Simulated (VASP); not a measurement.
Level of theory: PBEsol GGA, VASP's PBE PAW potentials (set 64) (plane waves; VASP).

VASP input:

POSCAR:
```
TaSi2
1
    4.7590286397    -0.0000000000     0.0000000000
   -2.3795143199     4.1214392752     0.0000000000
    0.0000000000     0.0000000000     6.5648397493
Si Ta
6 3
Direct
  0.1594158874   0.3188317749   0.5000000000
  0.8405841126   0.1594158874   0.8333330000
  0.6811682251   0.8405841126   0.1666670000
  0.8405841126   0.6811682251   0.5000000000
  0.1594158874   0.8405841126   0.8333330000
  0.3188317749   0.1594158874   0.1666670000
  0.5000000000   0.0000000000   0.5000000000
  0.5000000000   0.5000000000   0.8333330000
  0.0000000000   0.5000000000   0.1666670000
```

**INCAR**
```
SYSTEM = TaSi2
PREC = Accurate
ENCUT = 400
EDIFF = 1E-7
NELM = 100
ALGO = Normal
LREAL = .FALSE.
LASPH = .TRUE.
ISMEAR = 0
SIGMA = 0.05
GGA = PS
LMAXMIX = 6
LWAVE = .FALSE.
LCHARG = .FALSE.
LORBIT = 11
ICHARG = 11
```

### KPOINTS
```
k-points along high-symmetry lines
10
Line-mode
Reciprocal
  0.000000   0.000000   0.000000 ! GAMMA
  0.500000   0.000000   0.000000 ! M

  0.500000   0.000000   0.000000 ! M
  0.333333   0.333333   0.000000 ! K

  0.333333   0.333333   0.000000 ! K
  0.000000   0.000000   0.000000 ! GAMMA

  0.000000   0.000000   0.000000 ! GAMMA
  0.000000   0.000000   0.500000 ! A

  0.000000   0.000000   0.500000 ! A
  0.500000   0.000000   0.500000 ! L

  0.500000   0.000000   0.500000 ! L
  0.333333   0.333333   0.500000 ! H

  0.333333   0.333333   0.500000 ! H
  0.000000   0.000000   0.500000 ! A

  0.500000   0.000000   0.500000 ! L
  0.500000   0.000000   0.000000 ! M

  0.333333   0.333333   0.500000 ! H
  0.333333   0.333333   0.000000 ! K
```

POTCAR, in this order: Si Ta_pv (PBE.64 set). Program: vasp_std. Read from the step before: CHGCAR.

Output

File OUTCAR:
```
 ion  position               nearest neighbor table
   1  0.159  0.319  0.500-   2 2.55   6 2.55   9 2.60   8 2.60   4 2.63   7 2.72   7 2.72   7 2.81
                             4 2.81   4 2.81
   2  0.841  0.159  0.833-   1 2.55   3 2.55   7 2.60   9 2.60   5 2.63   8 2.72   8 2.72   8 2.81
                             5 2.81   5 2.81
   3  0.681  0.841  0.167-   4 2.55   2 2.55   7 2.60   8 2.60   6 2.63   9 2.72   9 2.72   9 2.81
                             6 2.81   6 2.81
   4  0.841  0.681  0.500-   5 2.55   3 2.55   9 2.60   8 2.60   1 2.63   7 2.72   7 2.72   7 2.81
                             1 2.81   1 2.81
   5  0.159  0.841  0.833-   4 2.55   6 2.55   7 2.60   9 2.60   2 2.63   8 2.72   8 2.72   8 2.81
                             2 2.81   2 2.81
   6  0.319  0.159  0.167-   1 2.55   5 2.55   7 2.60   8 2.60   3 2.63   9 2.72   9 2.72   9 2.81
                             3 2.81   3 2.81
   7  0.500  0.000  0.500-   3 2.60   6 2.60   5 2.60   2 2.60   1 2.72   4 2.72   4 2.72   1 2.72
                             1 2.81   4 2.81   9 3.23   9 3.23   8 3.23   8 3.23
   8  0.500  0.500  0.833-   1 2.60   4 2.60   3 2.60   6 2.60   2 2.72   5 2.72   5 2.72   2 2.72
                             5 2.81   2 2.81   7 3.23   7 3.23   9 3.23   9 3.23
   9  0.000  0.500  0.167-   1 2.60   4 2.60   2 2.60   5 2.60   6 2.72   3 2.72   6 2.72   3 2.72
                             3 2.81   6 2.81   7 3.23   7 3.23   8 3.23   8 3.23
  LATTYP: Found a hexagonal cell.
 ALAT       =     4.7590286397
 C/A-ratio  =     1.3794495151
 Subroutine PRICEL returns:
 Original cell was already a primitive cell.
 Subroutine GETGRP returns: Found 12 space group operations
The static configuration has the point symmetry D_2 .
 The point group associated with its full space group is D_6 .
The dynamic configuration has the point symmetry D_2 .
 Subroutine INISYM returns: Found 12 space group operations
   k-points           NKPTS =     90   k-points in BZ     NKDIM =     90   number of bands    NBANDS=     34
   number of dos      NEDOS =    301   number of ions     NIONS =      9
   total plane-waves  NPLWV =  49152
   dimension x,y,z NGX =    32 NGY =   32 NGZ =   48
   dimension x,y,z NGXF=    64 NGYF=   64 NGZF=   96
   ions per type =               6   3
   PREC   = accura    normal or accurate (medium, high low for compatibility)
   ISTART =      0    job   : 0-new  1-cont  2-samecut
   ICHARG =     11    charge: 1-file 2-atom 10-const
   ISPIN  =      1    spin polarized calculation?
   LNONCOLLINEAR =      F non collinear calculations
...
```

### OSZICAR
```
       N       E                     dE             d eps       ncg     rms          rms(c)
DAV:   1     0.344641392213E+03    0.34464E+03   -0.25046E+04  6280   0.130E+03
DAV:   2    -0.588747354070E+02   -0.40352E+03   -0.39678E+03  7118   0.351E+02
DAV:   3    -0.770474953894E+02   -0.18173E+02   -0.17853E+02  7738   0.653E+01
DAV:   4    -0.774202971520E+02   -0.37280E+00   -0.37067E+00  7648   0.944E+00
DAV:   5    -0.774283822791E+02   -0.80851E-02   -0.80736E-02  8086   0.129E+00
DAV:   6    -0.774285996661E+02   -0.21739E-03   -0.21727E-03  7848   0.201E-01
DAV:   7    -0.774286066248E+02   -0.69586E-05   -0.69570E-05  8156   0.320E-02
DAV:   8    -0.774286068805E+02   -0.25573E-06   -0.25484E-06  7350   0.555E-03
DAV:   9    -0.774286068943E+02   -0.13768E-07   -0.14803E-07  5900   0.117E-03
   1 F= -.77428607E+02 E0= -.77427280E+02  d E =-.265445E-02
```

### OUTCAR
```
 val. band max:        9.4604039713   @ k =   0.3333   0.3333   0.3333

 cond. band min:       9.4809904615   @ k =   0.3333   0.0000   0.0000



 k-point     1 :       0.0000    0.0000    0.0000
  band No.  band energies     occupation
      1     -24.9043      2.00000
      2     -24.9042      2.00000
      3     -24.8967      2.00000
      4     -24.8256      2.00000
      5     -24.8255      2.00000
      6     -24.7336      2.00000
      7     -24.7227      2.00000
      8     -24.7184      2.00000
      9     -24.7183      2.00000
     10      -4.0645      2.00000
     11      -0.7272      2.00000
     12      -0.7272      2.00000
     13       2.7817      2.00000
     14       3.4923      2.00000
     15       3.4923      2.00000
     16       3.4929      2.00000
     17       3.4930      2.00000
     18       4.6023      2.00000
     19       5.4778      2.00000
     20       5.4779      2.00000
     21       5.8629      2.00000
     22       6.8322      2.00000
     23       6.8322      2.00000
     24       6.8749      2.00000
     25       6.8749      2.00000
     26       6.9985      2.00000
     27       7.1713      2.00000
     28       7.1714      2.00000
     29       7.9094      2.00000
     30      10.0769      0.00000
     31      12.4088      0.00000
     32      12.4089      0.00000
     33      12.9927      0.00000
     34      13.0196      0.00000

 k-point     2 :       0.0556    0.0000    0.0000
  band No.  band energies     occupation
      1     -24.9114      2.00000
      2     -24.9049      2.00000
      3     -24.8898      2.00000
      4     -24.8260      2.00000
      5     -24.8252      2.00000
      6     -24.7344      2.00000
      7     -24.7228      2.00000
      8     -24.7191      2.00000
      9     -24.7166      2.00000
     10      -4.0337      2.00000
     11      -0.7077      2.00000
     12      -0.7027      2.00000
     13       2.5268      2.00000
     14       3.0929      2.00000
     15       3.2625      2.00000
...
```

The density is held fixed in this step, so its total energy and stress have no physical meaning. Unless said otherwise, spin-orbit coupling is left out, though it shifts the bands of the heavy elements here.

The structure comes from a measured TaSi2 entry (P6_222) of the Crystallography Open Database, whose conditions weren't checked. It was relaxed first. The electron count is odd and the run is not spin-polarised, which forces a metal.
